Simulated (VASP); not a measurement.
A run of VASP 6.6.1 is set up as follows.

Contents of INCAR:

```
PREC = Normal
ENCUT = 520
EDIFF = 1E-5
ISMEAR = 0
SIGMA = 0.05
LREAL = Auto
LASPH = T
NELM = 80
ALGO = Fast
ISIF = 2
LWAVE = F
LCHARG = F
GGA = PE
NBANDS = 56
```

Contents of KPOINTS:

```
Automatic mesh
0
Gamma
  4 4 2
```

The input POSCAR:

```
MgCd2Te3
1.0
    9.3224200000      0.0000000000      0.0000000000
   -2.3306050000      4.0367270000      0.0000000000
    0.0000000000      0.0000000000     11.3860900000
Mg Cd Te
2 4 6
Direct
    0.0000000000      0.0000000000      0.2517030000
    0.5000000000      0.0000000000      0.2517030000
    0.3333335000      0.3333330000      0.9180350000
    0.8333335000      0.3333330000      0.9180350000
    0.1666665000      0.6666670000      0.5808680000
    0.6666665000      0.6666670000      0.5808680000
    0.0000000000      0.0000000000      0.0040090000
    0.5000000000      0.0000000000      0.0040090000
    0.1666665000      0.6666670000      0.3287410000
    0.6666665000      0.6666670000      0.3287410000
    0.3333335000      0.3333330000      0.6665550000
    0.8333335000      0.3333330000      0.6665550000
```

Potentials or basis: VASP PAW PBE potentials, release 64 (Mg, Cd, Te).

The run is started by

```sh
$ cat potpaw_PBE.64/Mg/POTCAR potpaw_PBE.64/Cd/POTCAR potpaw_PBE.64/Te/POTCAR > POTCAR
$ mpirun -np 1 vasp_std > vasp.out
```

Q: Estimate the largest force.

A: 0.016 eV/Å.

Q: Predict the band gap on the k mesh.

A: 0.98 eV.

Stress tensor (GPa, compression positive):
```
 0.01 -0.08  0.00
-0.08  0.10  0.00
 0.00  0.00  0.00
```

Caveat: spin-orbit coupling is left out, which moves the levels of the heavy elements. As with any semilocal functional, this PBE gap is likely too small.
